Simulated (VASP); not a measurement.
All values below come from PBEsol GGA, VASP's PBE PAW potentials (set 64) (plane waves; VASP).

VASP input:

### INCAR
```
LMAXMIX  =  4   ! l cut-off of mixed one-centre charges
ISMEAR  =  0   ! Gaussian
SIGMA  =  0.05   ! width (eV)
LCHARG  =  .False.
LASPH  =  .True.   ! aspherical one-centre terms
LWAVE  =  .False.
ISIF  =  3   ! ions, shape and volume
GGA  =  PS
NSW  =  60   ! most ionic steps
IBRION  =  2   ! conjugate gradients
LREAL  =  Auto   ! projection in real space or not
SYSTEM  =  Bi2Te3
EDIFFG  =  -0.02   ! ionic stop
ALGO  =  Normal   ! blocked Davidson
EDIFF  =  1E-6   ! SCF stop (eV)
ENCUT  =  480
PREC  =  Accurate
NELM  =  100
```

**KPOINTS**
```
Automatic mesh
0
G
 5 5 1
0 0 0
```

File POSCAR:
```
Bi2Te3
1.0
  4.3735434014   0.0000000000   0.0000000000
 -2.1867717007   3.7875994227   0.0000000000
  0.0000000000   0.0000000000  30.3376413015
Bi Te
6 9
Cartesian
 -0.0000021868   2.5250675443   8.0933480369
 -0.0000021868   2.5250675443   2.0192192887
  4.3735434014   0.0000000000  18.2058850248
  0.0000000000   0.0000000000  12.1317562767
  2.1867738875   1.2625318784  28.3184220128
  2.1867738875   1.2625318784  22.2442932646
  2.1867717007   3.7875994227   0.0000000000
  2.1867738875   1.2625318784   3.7401441896
 -2.1867717007   3.7875994227   6.3723927983
  2.1867738875   1.2625318784  10.1125369880
 -0.0000021868   2.5250675443  13.8527115152
  2.1867738875   1.2625318784  16.4849297863
 -0.0000021868   2.5250675443  20.2251043135
  4.3735434014   0.0000000000  23.9652485032
 -0.0000021868   2.5250675443  26.5974971119
```

POTCAR, in this order: Bi_d Te (PBE.64 set). Program: vasp_std.

**Question.** What will the output report for the number of irreducible k-points (NKPTS), largest plane-wave count, number of space-group operations, FFT grid (NGX, NGY, NGZ)?

**Answer.** 
| Quantity | Result |
|---|---|
| number of irreducible k-points (NKPTS) | 5 |
| largest plane-wave count | 12012 |
| number of space-group operations | 12 |
| FFT grid (NGX, NGY, NGZ) | 32 × 32 × 224 |

The compound is Bi2Te3 in the tetradymite structure. This run relaxes it. Symmetry was kept, so distortions that lower it aren't found.
